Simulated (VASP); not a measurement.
The system is CuP.

```xyz
2
Lattice="0.0000 2.4230 2.4230 2.4230 0.0000 2.4230 2.4230 2.4230 0.0000" Properties=species:S:1:pos:R:3 pbc="T T T"
Cu    2.4230    2.4230    2.4230
P     0.0000    0.0000    0.0000
```

The cell was built by a generator and needn't be a form met in nature.

```yaml
Program: VASP 6.6.1
Task: single point
Functional: PBE
Potentials_or_basis: VASP PAW PBE potentials, release 64 (Cu, P)
Cutoff: 520 eV
k_mesh: 9 × 9 × 9
Occupations: fermi-dirac, width 0.05 eV
Spin: no spin polarisation
```

On this cell: pressure -0.1 GPa; largest force zero by symmetry; band gap on the k mesh none (metal or under the smearing width).

The same run follows on a disturbed copy (atoms moved at random, drawn with an rms of 0.05 Å):

```xyz
2
Lattice="0.0000 2.4230 2.4230 2.4230 0.0000 2.4230 2.4230 2.4230 0.0000" Properties=species:S:1:pos:R:3 pbc="T T T"
Cu    2.3905    2.4671    2.4034
P    -0.0040    0.0003    0.0290
```

What does the disturbed cell give?

The energy (extrapolated to zero smearing) moves by +4.7 meV/atom; pressure 0.2 GPa; largest force 0.265 eV/Å; band gap on the k mesh none (metal or under the smearing width).

Forces in eV/Å, atoms in the order of the input:
```
Cu   0.105 -0.163  0.181
P   -0.105  0.163 -0.181
```

Stress tensor (GPa, compression positive):
```
 0.01  0.02 -0.02
 0.02  0.21  0.03
-0.02  0.03  0.29
```
